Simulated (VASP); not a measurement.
Method: r2SCAN meta-GGA, VASP's PBE PAW potentials (set 64) (plane waves; VASP 6.6.1).

Gaps are without spin-orbit coupling.

The volume per atom is 41.91 Å³/atom. The band gap (over mesh and band path) is 2.05 eV and the smallest direct gap (over mesh and band path) is 2.05 eV.

### Question
Which relaxed crystal gives these values?
A) SnO, Cmce (64)
B) BaAlSiH, P3m1 (156)
C) BaZrO3, Pm-3m (221)
D) CsPbBr3, Pm-3m (221)

### Answer
D, CsPbBr3, Pm-3m (221)
